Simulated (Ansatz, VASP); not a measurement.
# Cross-check of Sn2C between VASP and Ansatz

Aim: how closely do two programs agree when they are given the same cell, functional and k mesh? The cell is generated by rule, not measured, and may not be a known phase. The cell is taken from a series of runs on this material, whose earlier steps may have relaxed, scaled, displaced or heated it; both programs get it as it stands.

Main program and level: Ansatz 0.2.0; plane waves, with VASP 6.6.1 beside it; single point at PBEsol.

The structure was built from a prototype and need not be the compound's stable phase.

## Step 1: Set-up

It takes space group P4_222 (No. 93, tetragonal). The conventional cell has a = 7.101 Å, b = 7.101 Å, c = 5.021 Å, α = 90.00°, β = 90.00°, γ = 90.00°. Nearest to C lie 4 Sn at 2.15 to 2.20 Å. Sn has 2 C at 2.20 Å nearest. Nearest to Sn lie 2 C at 2.15 Å. Farther neighbours are not listed.

## Step 2: Ansatz: single point, PBEsol, pair 1

Ansatz runs on its default PAW (the set named soft_2) files.

With cell and atoms fixed, the geometry can't cause a difference; cores, projectors, grids and the points listed under the comparison can.

Contents of input.yaml:

```yaml
crystal:
  lattice:
    - [-5.0213021337, 0.0, 0.0]
    - [0.0, -5.0213021337, -5.0213021337]
    - [0.0, -5.0213021337, 5.0213021337]
  atoms:
    - { symbol: C, position: [0.0, 0.5039830306, 0.5039830306] }
    - { symbol: C, position: [0.0, -0.0039830306, -0.0039830306] }
    - { symbol: C, position: [0.5, -0.0039830306, 0.5039830306] }
    - { symbol: C, position: [0.5, 0.5039830306, -0.0039830306] }
    - { symbol: Sn, position: [0.75, 0.25, 0.4982645762] }
    - { symbol: Sn, position: [0.75, 0.75, 0.0017354238] }
    - { symbol: Sn, position: [0.25, 0.0017354238, 0.25] }
    - { symbol: Sn, position: [0.25, 0.4982645762, 0.75] }
    - { symbol: Sn, position: [0.25, 0.0017354238, 0.75] }
    - { symbol: Sn, position: [0.25, 0.4982645762, 0.25] }
    - { symbol: Sn, position: [0.75, 0.75, 0.4982645762] }
    - { symbol: Sn, position: [0.75, 0.25, 0.0017354238] }
kpoints:
  mp_grid: { grid: [8, 6, 6] }
hamiltonian:
  xc: pbesol
scf:
  occupations: { method: methfessel_paxton, width: 0.2 }
output:
  forces: true
  stress: true
  eigenvalues: true
```

The run is started by

```
ansatz run input.yaml --threads 8 --pin off --max-ram 14336MiB --backend cpu --events-out ev --progress --plain --runs-dir out
```

Numbers of over 12 decimals in the logs are rounded to 6 here.

What it wrote:

```text
Engine: ansatz 0.2.0, aarch64-unknown-linux-gnu
Pseudopotentials: kind: paw
Pseudopotential: C, paw, valence charge 4, recommended cutoff 420 eV (normal), C.paw.azcp
Pseudopotential: Sn, paw, valence charge 14, recommended cutoff 420 eV (normal), Sn.paw.azcp
Functional definition: PBEsol
  exchange = pbesol_x
  correlation = pbesol_c
Crystal: 12 atoms, lattice volume = 253.209 Å³
Basis set: ecut = 420 eV, 4981 PW (Γ), exchange–correlation on 72×96×96 points (8 copies of the dense FFT grid, shifted against one another)
Bands: 77, of which v1, the nominal top of the filled ones, is band 64 counted from 1 (63 counted from 0)
Symmetry: 8 space group operations
Space group: P4222 (ITA 93), of the structure as read, at distance tolerance 6.3e-5 Å
k-points: 50 of 288 (time reversal used)
Non-local potential: C, projectors of the file, l = 0: 2, l = 1: 2, l = 2: 1
Non-local potential: Sn, projectors of the file, l = 0: 2, l = 1: 2, l = 2: 2, l = 3: 2
PAW form: soft (Blöchl's): semilocal exchange-correlation on the pseudo side does not see the compensation charge
PAW frozen core: C, regenerated for the run's functional, and the local potential with it (the file was generated under x = pbe(κ = 0.804, μ = 0.219515), c = pbe(β = 0.066725))
PAW frozen core: Sn, regenerated for the run's functional, and the local potential with it (the file was generated under x = pbe(κ = 0.804, μ = 0.219515), c = pbe(β = 0.066725))
PAW one-centre angular grid: C, 110 points (default); XC on 64 Gauss nodes
PAW one-centre angular grid: Sn, 590 points (default); XC on 64 Gauss nodes
Initial density: superposition of atomic densities (neutral atoms: chi_scale 0, normalization atom), corrected by the library's trained network
Initial wavefunctions: pseudopotential atomic-orbital guess
Functional: x = pbesol(κ = 0.804, μ = 0.123457), c = pbesol(β = 0.046)
SCF iter   1: F=—  HF=-48570.842603 eV  |F-HF|=—  |Δ(HF+E_count)|=         —  Δρ=1.39e-2  dr2=7.86e-1  ethr=1.77e-3  ⟨swp⟩=7.4  Hψ=15670  notcnv=0
preconditioner: auto → Kerker (q_TF=auto, 2.435 Å⁻¹)  [metal: Δε(μ)=0.029 eV  Ē_g=17.619 eV  σ=0.200 eV  W_gap=0.12  n_scr=62 (ndim 8)  ℏωp=26.4 eV  f_vac=0.000  D(μ)=6.39/eV (n_scr^D=38)]
SCF iter   2: F=—  HF=-48570.700688 eV  |F-HF|=—  |Δ(HF+E_count)|=   1.42e-1  S|Δr|=    0.00e0  Δρ=6.16e-3  dr2=1.73e-1  ethr=6.14e-4  ⟨swp⟩=1.8  Hψ=4591  notcnv=0  defer=1
SCF iter   3: F=—  HF=-48570.665037 eV  |F-HF|=—  |Δ(HF+E_count)|=   3.57e-2  S|Δr|=    0.00e0  Δρ=1.11e-3  dr2=3.02e-3  ethr=1.35e-4  ⟨swp⟩=2.0  Hψ=4783  notcnv=0  defer=1
SCF iter   4: F=—  HF=-48570.664806 eV  |F-HF|=—  |Δ(HF+E_count)|=   2.31e-4  S|Δr|=    0.00e0  Δρ=2.27e-4  dr2=2.11e-4  ethr=2.36e-6  ⟨swp⟩=2.0  Hψ=4872  notcnv=0  defer=1
SCF iter   5: F=—  HF=-48570.664776 eV  |F-HF|=—  |Δ(HF+E_count)|=   3.02e-5  S|Δr|=    0.00e0  Δρ=9.10e-5  dr2=2.31e-5  ethr=1.65e-7  ⟨swp⟩=2.1  Hψ=5377  notcnv=0  defer=1
SCF iter   6: F=—  HF=-48570.664859 eV  |F-HF|=—  |Δ(HF+E_count)|=   8.37e-5  S|Δr|=    0.00e0  Δρ=1.51e-5  dr2=8.57e-7  ethr=1.81e-8  ⟨swp⟩=2.1  Hψ=5781  notcnv=0  defer=70
SCF iter   7: F=-48570.664859 eV  HF=-48570.664859 eV  |F-HF|=1.49e-8  |Δ(HF+E_count)|=   8.36e-8  S|Δr|=    0.00e0  Δρ=4.09e-6  dr2=5.37e-8  ethr=7.81e-11  ⟨swp⟩=12.1  Hψ=20614  notcnv=0
SCF 1 converged in 7 iterations: F = -48570.664859 eV  dr2 = 5.37e-8
  greatest PAW one-centre occupation: 0.992 electrons in one spin orbital (limit 2), on the Sn atom at site 9 (counted from 0), in its partial waves of l = 2
SCF converged after 7 iterations
Stability not checked: this state was not tested for a lower state beside it, because cold or Methfessel-Paxton smearing, or corrected tetrahedra, fill the levels in a way that the test cannot read (fill_not_monotonic; see scf.lower_state_search)
Free energy (F): -48570.664859 eV
Harris-Foulkes:  -48570.664859 eV  (|F-HF|=1.49e-8)
Internal energy: -48570.654971 eV  (E = F + TS)
E sigma→0 (E₀):  -48570.662387 eV
Entropy (-TS):   -0.009888 eV (-0.824 meV/atom)
Fermi energy:    10.078016 eV
--- Per-component energies (eV) ---
  E_band       = -692.516003
  E_kinetic    = 1833.781013
  E_local      = -7472.629440  (includes V_loc(G=0)·N_el)
  E_nonlocal   = -128.590602
  E_hartree    = 4478.904985
  E_xc         = -3215.365086
  E_vxc        = -1001.460594  (∫ρ·V_xc dr)
  E_paw        = -32912.200010  (= ΣΔE_a)
  E_vpaw       = -2881.434931  (= ΣTr[D̂ρ^β])
  E_aug_tail   = 0.000015  (compensation charges beyond the density's cutoff)
  E_ewald      = -11156.918967
  E_core_change = 2.363120  (= ΣΔE_core)
  E_smearing   = -0.009888  (= −TS)
  E_closure    = 0.000000  (closes the sum)
  Σ components = -48570.664859   (vs F -48570.664859, Δ=0.00e0)
--- Forces (eV/Å), atoms counted from 1 ---
  atom   1  C     -0.00000000    -0.01378733    -0.00000000
  atom   2  C      0.00000000     0.01378733    -0.00000000
  atom   3  C      0.00000000     0.00000000     0.01378733
  atom   4  C     -0.00000000    -0.00000000    -0.01378733
  atom   5  Sn     0.00000000     0.10525514    -0.10525514
  atom   6  Sn    -0.00000000    -0.13234973     0.13234973
  atom   7  Sn     0.00000000    -0.10525514    -0.10525514
  atom   8  Sn     0.00000000     0.13234973     0.13234973
  atom   9  Sn     0.00000000    -0.13234973    -0.13234973
  atom  10  Sn     0.00000000     0.10525514     0.10525514
  atom  11  Sn     0.00000000     0.13234973    -0.13234973
  atom  12  Sn     0.00000000    -0.10525514     0.10525514
  max |Σ_I F_I| component: 8.33e-17 eV/Å
--- Stress (GPa, compression-positive) ---
        0.193146      -0.000000       0.000000
       -0.000000      -0.069217       0.000000
        0.000000       0.000000      -0.069217
  P = ⅓ Tr σ = 0.0182 GPa (0.182 kbar)
--- Band table (eV; the first three rows and the last of 50) ---
  k-point 0: bands = [... 60 lower, 7.3933, 8.9753, 8.9878, 11.6499, 11.6993, 11.7990, 11.7990, 11.8051, ... 9 higher]
  k-point 1: bands = [... 60 lower, 7.7770, 9.0138, 9.2606, 11.0403, 11.1137, 11.2866, 11.3385, 11.4478, ... 9 higher]
  k-point 2: bands = [... 60 lower, 8.3813, 9.0251, 9.9767, 10.2014, 10.2181, 10.6342, 10.7285, 10.8659, ... 9 higher]
  k-point 49: bands = [... 60 lower, 8.9665, 8.9853, 8.9865, 8.9865, 11.6623, 11.6997, 11.6997, 11.7432, ... 9 higher]
```

Reading the cycles: dr2 is the Hartree energy of the density residual (eV), the measure of convergence; HF is the Harris–Foulkes estimate of the energy, which meets the free energy F at convergence.

The run ends at a pressure of 0.02 GPa, with forces up to 0.19 eV/Å.

## Step 3: VASP: single point, PBEsol, pair 1

The same cell, functional, mesh and smearing now go to VASP, with its own data sets.

Lines of VASP's logs that name or quote its potential files are left out, and so is its time.

Contents of INCAR:

```
SYSTEM = Sn2C
PREC = Accurate
ENCUT = 600
EDIFF = 1E-06
NELM = 120
ISMEAR = 1
SIGMA = 0.2
LREAL = .FALSE.
ALGO = Normal
GGA = PS
NBANDS = 79
LORBIT = 11
LWAVE = .FALSE.
LCHARG = .FALSE.
ISIF = 2
LASPH = .TRUE.
GGA_COMPAT = .FALSE.
KPAR = 2
```

Contents of POSCAR:

```
Sn2C
1.0
   -5.0213021337      0.0000000000      0.0000000000
    0.0000000000     -5.0213021337     -5.0213021337
    0.0000000000     -5.0213021337      5.0213021337
C Sn
4 8
Direct
    0.0000000000      0.5039830306      0.5039830306
    0.0000000000      0.9960169694      0.9960169694
    0.5000000000      0.9960169694      0.5039830306
    0.5000000000      0.5039830306      0.9960169694
    0.7500000000      0.2500000000      0.4982645762
    0.7500000000      0.7500000000      0.0017354238
    0.2500000000      0.0017354238      0.2500000000
    0.2500000000      0.4982645762      0.7500000000
    0.2500000000      0.0017354238      0.7500000000
    0.2500000000      0.4982645762      0.2500000000
    0.7500000000      0.7500000000      0.4982645762
    0.7500000000      0.2500000000      0.0017354238
```

Contents of KPOINTS:

```
Automatic mesh
0
Gamma
8 6 6
0 0 0
```

Potentials, in the order of the species: C and Sn_d (PBE family, release 64).

The run is started by

```
mpirun -np 2 vasp_std
```

What it wrote:

```text
[banner, memory and clock lines left out]
running    2 mpi-ranks, on    1 nodes
 distrk:  each k-point on    1 cores,    2 groups
 distr:  one band on    1 cores,    1 groups

 POSCAR found type information on POSCAR C Sn
 POSCAR found :  2 types and      12 ions
|                                                                             |
|               ----> ADVICE to this user running VASP <----                  |
|                                                                             |
|     You enforced a specific xc type in the INCAR file but a different       |
|     [... a line on the potential file left out ...]
|     I HOPE YOU KNOW WHAT YOU ARE DOING!                                     |
|                                                                             |

 LDA part: xc-table for (Slater+PW92), standard interpolation
 POSCAR, INCAR and KPOINTS ok, starting setup
 FFT: planning ... GRIDC
 FFT: planning ... GRID_SOFT
 FFT: planning ... GRID
 WAVECAR not read
 entering main loop
       N       E                     dE             d eps       ncg     rms          rms(c)
DAV:   1     0.173299547047E+04    0.17330E+04   -0.63155E+04  8571   0.271E+03
DAV:   2     0.291860324636E+03   -0.14411E+04   -0.13980E+04  7900   0.795E+02
DAV:   3    -0.290760119738E+02   -0.32094E+03   -0.30717E+03  8410   0.267E+02
DAV:   4    -0.631519600976E+02   -0.34076E+02   -0.32621E+02  9456   0.838E+01
DAV:   5    -0.647931273271E+02   -0.16412E+01   -0.16168E+01  9060   0.176E+01    0.140E+01
DAV:   6    -0.582021088370E+02    0.65910E+01   -0.24405E+01 10228   0.210E+01    0.565E+00
DAV:   7    -0.584106222151E+02   -0.20851E+00   -0.48867E+00  8870   0.797E+00    0.349E+00
DAV:   8    -0.583819887516E+02    0.28633E-01   -0.10751E+00 10900   0.382E+00    0.121E+00
DAV:   9    -0.583366117200E+02    0.45377E-01   -0.15499E-01  9612   0.192E+00    0.262E-01
DAV:  10    -0.583397397205E+02   -0.31280E-02   -0.38315E-02  8841   0.922E-01    0.122E-01
DAV:  11    -0.583398052329E+02   -0.65512E-04   -0.16377E-03 10062   0.363E-01    0.578E-02
DAV:  12    -0.583397651739E+02    0.40059E-04   -0.27736E-04 11699   0.864E-02    0.239E-02
DAV:  13    -0.583397714189E+02   -0.62450E-05   -0.79774E-05  9756   0.336E-02    0.183E-02
DAV:  14    -0.583397653601E+02    0.60588E-05   -0.18366E-05  8429   0.200E-02    0.466E-03
DAV:  15    -0.583397651996E+02    0.16049E-06   -0.30764E-06  6451   0.853E-03
   1 F= -.58339765E+02 E0= -.58336485E+02  d E =-.984187E-02
```

From OUTCAR (step 3):

```text
ion  position               nearest neighbor table
   1  0.000  0.504  0.504-   8 2.15  11 2.15  10 2.20   5 2.20
   2  0.000  0.996  0.996-   6 2.15   9 2.15   7 2.20  12 2.20
   3  0.500  0.996  0.504-   9 2.15  11 2.15   5 2.20   7 2.20
   4  0.500  0.504  0.996-   6 2.15   8 2.15  10 2.20  12 2.20
   5  0.750  0.250  0.498-   1 2.20   3 2.20  12 3.53  10 3.54   7 3.54   7 3.54  10 3.54  11 3.55
                            11 3.55   8 3.55   8 3.55   9 3.55   9 3.55  12 3.58
   6  0.750  0.750  0.002-   2 2.15   4 2.15  11 3.53  12 3.55  12 3.55  10 3.55   7 3.55   7 3.55
                            10 3.55   8 3.56   8 3.56   9 3.56   9 3.56  11 3.58
   7  0.250  0.002  0.250-   2 2.20   3 2.20  10 3.53   5 3.54  12 3.54   5 3.54  12 3.54   9 3.55
                             9 3.55   6 3.55   6 3.55  11 3.55  11 3.55  10 3.58
   8  0.250  0.498  0.750-   1 2.15   4 2.15   9 3.53  10 3.55  10 3.55  12 3.55   5 3.55   5 3.55
                            12 3.55   6 3.56   6 3.56  11 3.56  11 3.56   9 3.58
   9  0.250  0.002  0.750-   2 2.15   3 2.15   8 3.53   7 3.55   7 3.55  12 3.55   5 3.55   5 3.55
                            12 3.55   6 3.56   6 3.56  11 3.56  11 3.56   8 3.58
  10  0.250  0.498  0.250-   1 2.20   4 2.20   7 3.53   5 3.54  12 3.54   5 3.54  12 3.54   8 3.55
                             8 3.55   6 3.55   6 3.55  11 3.55  11 3.55   7 3.58
  11  0.750  0.750  0.498-   1 2.15   3 2.15   6 3.53   5 3.55   5 3.55  10 3.55   7 3.55   7 3.55
                            10 3.55   8 3.56   8 3.56   9 3.56   9 3.56   6 3.58
  12  0.750  0.250  0.002-   2 2.20   4 2.20   5 3.53   7 3.54  10 3.54   7 3.54  10 3.54   6 3.55
                             6 3.55   8 3.55   8 3.55   9 3.55   9 3.55   5 3.58

  LATTYP: Found a simple tetragonal cell.
 ALAT       =     7.1011935783
 C/A-ratio  =     0.7071067812

 Subroutine GETGRP returns: Found  8 space group operations
 (whereof  2 operations were pure point group operations)

The static configuration has the point symmetry C_2 .
 The point group associated with its full space group is D_4 .

 Found     50 irreducible k-points:

   k-points           NKPTS =     50   k-points in BZ     NKDIM =     50   number of bands    NBANDS=     79

   dimension x,y,z NGX =    40 NGY =   60 NGZ =   60
   dimension x,y,z NGXF=    80 NGYF=  120 NGZF=  120

   ENCUT  =  600.0 eV  44.10 Ry    6.64 a.u.  10.03 14.18 14.18*2*pi/ulx,y,z

   NELECT =     128.0000    total number of electrons

 k-points in reciprocal lattice and weights: Automatic mesh
   0.00000000  0.00000000  0.00000000       0.003
   0.12500000  0.00000000  0.00000000       0.007
   0.25000000  0.00000000  0.00000000       0.007
   0.37500000  0.00000000  0.00000000       0.007
   0.50000000  0.00000000  0.00000000       0.003
   0.00000000  0.16666667  0.00000000       0.014
   0.12500000  0.16666667  0.00000000       0.028
   0.25000000  0.16666667  0.00000000       0.028
   0.37500000  0.16666667  0.00000000       0.028
[...]
0.37500000  0.50000000  0.50000000       0.007
   0.50000000  0.50000000  0.50000000       0.003

 average (electrostatic) potential at core
       1 -48.3336       2 -48.3336       3 -48.3336       4 -48.3336       5 -99.4258
       6 -99.4825       7 -99.4258       8 -99.4825       9 -99.4825      10 -99.4258
      11 -99.4825      12 -99.4258

 E-fermi :   7.3901

 k-point     1 :       0.0000    0.0000    0.0000
  band No.  band energies     occupation
    ...
     59       4.1217      2.00000
     60       4.7061      2.00000
     61       4.7061      2.00000
     62       6.2839      2.00000
     63       6.2966      2.00000
     64       8.9658     -0.00000
     65       9.0156     -0.00000
     66       9.1059     -0.00000
     67       9.1059     -0.00000
     68       9.1123     -0.00000
    ...

 k-point     2 :       0.1250    0.0000    0.0000
  band No.  band energies     occupation
    ...
     59       4.3429      2.00000
     60       4.5430      2.00000
     61       5.7648      2.00000
     62       6.4211      2.00000
     63       6.4301      2.00000
     64       8.5882     -0.00000
     65       8.5884     -0.00000
     66       8.5911     -0.00000
     67       8.9035     -0.00000
     68       8.9439     -0.00000
    ...

 k-point     3 :       0.2500    0.0000    0.0000
  band No.  band energies     occupation
    ...
     59       5.3144      2.00000
     60       5.5708      2.00000
     61       6.6617      2.00000
     62       6.6646      2.00000
     63       6.9633      2.01012
     64       7.6115     -0.06591
     65       8.1344     -0.00000
     66       8.1436     -0.00000
     67       8.7429     -0.00000
     68       8.8184     -0.00000
    ...

  Total        0.1967826     -0.2203743     -0.2203743      0.0000000      0.0000000      0.0000000
  in kB        1.2451404     -1.3944162     -1.3944162      0.0000000      0.0000000      0.0000000
  external PRESSURE =      -0.5145640 kB  Pullay stress =       0.0000000 kB

  energy-cutoff  :      600.00
  volume of cell :      253.21
      direct lattice vectors                 reciprocal lattice vectors
    -5.021302134  0.000000000  0.000000000    -0.199151529  0.000000000  0.000000000
     0.000000000 -5.021302134 -5.021302134     0.000000000 -0.099575765 -0.099575765
     0.000000000 -5.021302134  5.021302134     0.000000000 -0.099575765  0.099575765

 POSITION                                       TOTAL-FORCE (eV/Angst)
 -----------------------------------------------------------------------------------
      0.00000     -5.06130      0.00000        -0.000000     -0.017121     -0.000000
      0.00000    -10.00260      0.00000        -0.000000      0.017121     -0.000000
     -2.51065     -7.53195     -2.47065         0.000000     -0.000000      0.017121
     -2.51065     -7.53195      2.47065         0.000000     -0.000000     -0.017121
     -3.76598     -3.75726      1.24661        -0.000000      0.104484     -0.104484
     -3.76598     -3.77469     -3.75726        -0.000000     -0.131230      0.131230
     -1.25533     -1.26404      1.24661        -0.000000     -0.104484     -0.104484
     -1.25533     -6.26791      1.26404        -0.000000      0.131230      0.131230
     -1.25533     -3.77469      3.75726        -0.000000     -0.131230     -0.131230
     -1.25533     -3.75726     -1.24661        -0.000000      0.104484      0.104484
     -3.76598     -6.26791     -1.26404        -0.000000      0.131230     -0.131230
     -3.76598     -1.26404     -1.24661        -0.000000     -0.104484      0.104484
 -----------------------------------------------------------------------------------
    total drift:                               -0.000000     -0.000000     -0.000000

  FREE ENERGIE OF THE ION-ELECTRON SYSTEM (eV)
  ---------------------------------------------------
  free  energy   TOTEN  =       -58.3397651996 eV

  energy  without entropy=      -58.3299233319  energy(sigma->0) =      -58.33648458

 total charge
# of ion       s       p       d       tot
------------------------------------------
    1        0.937   1.349   0.000   2.286
    2        0.937   1.349   0.000   2.286
    3        0.937   1.349   0.000   2.286
    4        0.937   1.349   0.000   2.286
    5        1.175   1.042  10.037  12.255
    6        1.162   1.093  10.042  12.297
    7        1.175   1.042  10.037  12.255
    8        1.162   1.093  10.042  12.297
    9        1.162   1.093  10.042  12.297
   10        1.175   1.042  10.037  12.255
   11        1.162   1.093  10.042  12.297
   12        1.175   1.042  10.037  12.255
--------------------------------------------------
tot         13.100  13.936  80.317 107.353

[... 3 further parts left out ...]
```

The run ends at a pressure of -0.05 GPa, with forces up to 0.19 eV/Å.

## Step 4: Comparison

Known differences besides the potentials themselves: the cutoff is 420 eV in Ansatz and 600 eV in VASP; Ansatz makes its cores anew for this functional, VASP keeps those of its PBE data sets. Total energies have different zeros and are not compared.

Compared:

| quantity | Ansatz | VASP | difference |
| --- | --- | --- | --- |
| pressure (GPa) | 0.02 | -0.05 | +0.07 |

Forces on 10 of the 12 atoms, those with the largest forces and the largest differences (eV/Å; atoms numbered as in POSCAR):

| atom | Ansatz x, y, z | VASP x, y, z |
| --- | --- | --- |
| C1 | 0.000, -0.014, 0.000 | 0.000, -0.017, 0.000 |
| C2 | 0.000, 0.014, 0.000 | 0.000, 0.017, 0.000 |
| C4 | 0.000, 0.000, -0.014 | 0.000, 0.000, -0.017 |
| Sn5 | 0.000, 0.105, -0.105 | 0.000, 0.104, -0.104 |
| Sn6 | 0.000, -0.132, 0.132 | 0.000, -0.131, 0.131 |
| Sn8 | 0.000, 0.132, 0.132 | 0.000, 0.131, 0.131 |
| Sn9 | 0.000, -0.132, -0.132 | 0.000, -0.131, -0.131 |
| Sn10 | 0.000, 0.105, 0.105 | 0.000, 0.104, 0.104 |
| Sn11 | 0.000, 0.132, -0.132 | 0.000, 0.131, -0.131 |
| Sn12 | 0.000, -0.105, 0.105 | 0.000, -0.104, 0.104 |

The forces differ by 1.3 meV/Å r.m.s., which is 1.6 % of the r.m.s. force of 0.079 eV/Å (both taken over all components).

[end of part 1 of 2]

[Lines on the potential files, build, host, timing and source positions are cut from VASP's logs without a mark.]

[Logs are printed without paths, hosts, clocks, repeated set-up lines and the standing remarks that a program may print on its own settings, such as how far it seeks lower states.]

[Hosts, paths, dates, database ids (printed as entryN), source tags and the programs' standing remarks are cut or masked in the printed files.]
